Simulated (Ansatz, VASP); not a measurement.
# Ge (Germanium) in two plane-wave programs, part 3 of 3

Aim: how closely do two programs agree when they are given the same cell, functional and k mesh? The cell is taken from a series of runs on this material, whose earlier steps may have relaxed, scaled, displaced or heated it; both programs get it as it stands.

VASP 6.6.1 and Ansatz 0.2.0.

So far: The structure; Ansatz: zone-centre phonons, PBEsol; VASP: zone-centre phonons, PBEsol.

This is not the structure that Ge takes at ambient pressure and room temperature (diamond type); it is a model or a phase of other conditions.

## (3) VASP: zone-centre phonons, PBEsol (continued)

Level of this step: PBEsol; plane waves and PAW (Ge_d) (VASP).

Numbers of over 12 decimals in the logs are rounded to 6 here.

OUTCAR, selected parts (step 3):

```text
ion  position               nearest neighbor table
   1  0.500  0.500  0.500-   2 2.50   2 2.50   2 2.50   2 2.50
   2  0.750  0.750  0.750-   1 2.50   1 2.50   1 2.50   1 2.50

  LATTYP: Found a body centered tetragonal cell.
 ALAT       =     4.1737446232
 C/A-ratio  =     1.3173174330

 Subroutine GETGRP returns: Found  4 space group operations
 (whereof  2 operations were pure point group operations)

The static configuration has the point symmetry C_1h.
 The point group associated with its full space group is C_2h.

   k-points           NKPTS =   1728   k-points in BZ     NKDIM =   1728   number of bands    NBANDS=     20

   dimension x,y,z NGX =    30 NGY =   30 NGZ =   30
   dimension x,y,z NGXF=    60 NGYF=   60 NGZF=   60

   ENCUT  =  500.0 eV  36.75 Ry    6.06 a.u.   7.35  7.35  7.61*2*pi/ulx,y,z

   NELECT =      28.0000    total number of electrons

 k-points in reciprocal lattice and weights: Points of the shifted mesh
   0.04166667  0.04166667  0.04166667       0.001
   0.04166667  0.04166667  0.12500000       0.001
   0.04166667  0.04166667  0.20833333       0.001
   0.04166667  0.04166667  0.29166667       0.001
   0.04166667  0.04166667  0.37500000       0.001
   0.04166667  0.04166667  0.45833333       0.001
   0.04166667  0.04166667  0.54166667       0.001
   0.04166667  0.04166667  0.62500000       0.001
   0.04166667  0.04166667  0.70833333       0.001
[...]
0.95833333  0.95833333  0.87500000       0.001
   0.95833333  0.95833333  0.95833333       0.001

 average (electrostatic) potential at core
       1 -74.6485       2 -74.6485

  Total       -1.2987784     -1.2987784     -0.0351064     -0.0233065     -0.0163973     -0.0163973
  in kB      -43.4517797    -43.4517797     -1.1745173     -0.7797387     -0.5485853     -0.5485874
  external PRESSURE =     -29.3593589 kB  Pullay stress =       0.0000000 kB

  energy-cutoff  :      500.00
  volume of cell :       47.89
      direct lattice vectors                 reciprocal lattice vectors
     0.000000000  2.951283126  2.749073277    -0.169417836  0.169417836  0.181879473
     2.951283126  0.000000000  2.749073277     0.169417836 -0.169417836  0.181879473
     2.951283126  2.951283126  0.000000000     0.169417836  0.169417836 -0.181879473

 POSITION                                       TOTAL-FORCE (eV/Angst)
 -----------------------------------------------------------------------------------
      2.95087      2.95087      2.74839         0.000708      0.000708      0.000433
      4.42733      4.42733      4.12430        -0.000708     -0.000708     -0.000433
 -----------------------------------------------------------------------------------
    total drift:                               -0.000000     -0.000000      0.000000

 Eigenvectors and eigenvalues of the dynamical matrix
 ----------------------------------------------------

   1 f  =    7.925849 THz    49.799576 2PiTHz  264.377857 cm-1    32.778662 meV
             X         Y         Z           dx          dy          dz
      2.950875  2.950875  2.748388    -0.500000    0.500000    0.000000
      4.427333  4.427333  4.124295     0.500000   -0.500000   -0.000000

   2 f  =    7.890428 THz    49.577021 2PiTHz  263.196348 cm-1    32.632174 meV
             X         Y         Z           dx          dy          dz
      2.950875  2.950875  2.748388    -0.012956   -0.012956    0.706869
      4.427333  4.427333  4.124295     0.012956    0.012956   -0.706869

   3 f  =    7.653484 THz    48.088261 2PiTHz  255.292762 cm-1    31.652254 meV
             X         Y         Z           dx          dy          dz
      2.950875  2.950875  2.748388    -0.499832   -0.499832   -0.018323
      4.427333  4.427333  4.124295     0.499832    0.499832    0.018323

   4 f  =    0.000000 THz     0.000001 2PiTHz    0.000005 cm-1     0.000001 meV
             X         Y         Z           dx          dy          dz
      2.950875  2.950875  2.748388    -0.043565   -0.688579   -0.154795
      4.427333  4.427333  4.124295    -0.043565   -0.688579   -0.154795

   5 f  =    0.000000 THz     0.000001 2PiTHz    0.000003 cm-1     0.000000 meV
             X         Y         Z           dx          dy          dz
      2.950875  2.950875  2.748388     0.705705   -0.040512   -0.018401
      4.427333  4.427333  4.124295     0.705705   -0.040512   -0.018401

   6 f/i=    0.000000 THz     0.000001 2PiTHz    0.000003 cm-1     0.000000 meV
             X         Y         Z           dx          dy          dz
      2.950875  2.950875  2.748388    -0.009051    0.155622   -0.689710
      4.427333  4.427333  4.124295    -0.009051    0.155622   -0.689710

 ELASTIC MODULI CONTR FROM IONIC RELAXATION (kBar)
 Direction    XX          YY          ZZ          XY          YZ          ZX
 --------------------------------------------------------------------------------
 XX          -6.1658     -6.1624      2.4943     13.4782     25.0019     23.4550
 YY          -6.1624     -6.1658      2.4943     13.6330     25.6847     22.6158
 ZZ           2.4943      2.4943     -1.0948     -1.4915    -11.4832     -9.5891
 XY          13.4782     13.6330     -1.4915   -219.9906    -13.6342    -19.3328
 YZ          25.0019     25.6847    -11.4832    -13.6342   -189.3199    -15.6276
 ZX          23.4550     22.6158     -9.5891    -19.3328    -15.6276   -188.8477
 --------------------------------------------------------------------------------
```

Energies printed during the response cycles are not total energies of the cell.

## (4) Side by side

Known differences besides the potentials themselves: the cutoff is 420 eV in Ansatz and 500 eV in VASP; Ansatz makes its cores anew for this functional, VASP keeps those of its PBE data sets. Total energies have different zeros and are not compared.

Compared:

```
             quantity  Ansatz   VASP  difference
optical mode 1 (cm⁻¹)   256.2  255.3     +0.36 %
optical mode 2 (cm⁻¹)   263.8  263.2     +0.21 %
optical mode 3 (cm⁻¹)   265.2  264.4     +0.31 %
```

Modes are paired by rising frequency, not by their patterns, so a pair may set unlike modes beside each other; they are those without the splitting of longitudinal modes.

## (5) What came out

| Item | Value |
| --- | --- |
| r.m.s. difference of the optical zone-centre modes, each program's sorted by frequency (zone-centre phonons, PBEsol) | 0.78 cm⁻¹ |

**Reading.** The r.m.s. difference of the optical zone-centre modes, each program's sorted by frequency is 0.78 cm⁻¹ (zone-centre phonons, PBEsol). Such differences can come from data sets, numerical settings and the points named under the comparisons, not from the functional's error against experiment.

[Lines on the potential files, build, host, timing and source positions are cut from VASP's logs without a mark.]

[Logs are printed without paths, hosts, clocks, repeated set-up lines and the standing remarks that a program may print on its own settings, such as how far it seeks lower states.]

[Hosts, paths, dates, database ids (printed as entryN), source tags and the programs' standing remarks are cut or masked in the printed files.]
